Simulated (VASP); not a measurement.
Computed with PBE GGA, VASP's PBE PAW potentials (set 64) (plane waves; VASP 6.6.1).

VASP input:

POSCAR:
```
SnTe
1.0
  0.0000000000   3.1600000000   3.1600000000
  3.1600000000   0.0000000000   3.1600000000
  3.1600000000   3.1600000000   0.0000000000
Sn Te
1 1
Cart
  0.0000000000   0.0000000000   0.0000000000
  3.1600000000   3.1600000000   3.1600000000
```

INCAR:
```
SYSTEM=SnTe
LWAVE=.False.
EDIFF=1E-6   # SCF stop (eV)
NELECT=20.02
LASPH=.True.   # aspherical one-centre terms
LCHARG=.False.
ISMEAR=0   # Gaussian
LMAXMIX=4   # l cut-off of mixed one-centre charges
ALGO=Normal   # blocked Davidson
LREAL=.False.
NELM=100
SIGMA=0.05   # width (eV)
GGA=PE   # PBE
PREC=Accurate
ISIF=2   # forces and stress, cell fixed
ENCUT=400
```

### KPOINTS
```
kpoints
0
G
7 7 7
```

POTCAR, in this order: Sn_d Te (PBE.64 set). Program: vasp_std.

### Question
What will the output report for the number of irreducible k-points (NKPTS), number of bands (NBANDS), largest plane-wave count, number of space-group operations, FFT grid (NGX, NGY, NGZ)?

### Answer

| Item | Result |
|---|---|
| number of irreducible k-points (NKPTS) | 20 |
| number of bands (NBANDS) | 14 |
| largest plane-wave count | 1161 |
| number of space-group operations | 48 |
| FFT grid (NGX, NGY, NGZ) | 30 × 30 × 30 |

The compound is SnTe in the rock salt structure, which distorts at low temperature. The cell was not relaxed at this level. The run is one of a series of settings (NELECT = 20.02 against the base run), some of them coarse on purpose.
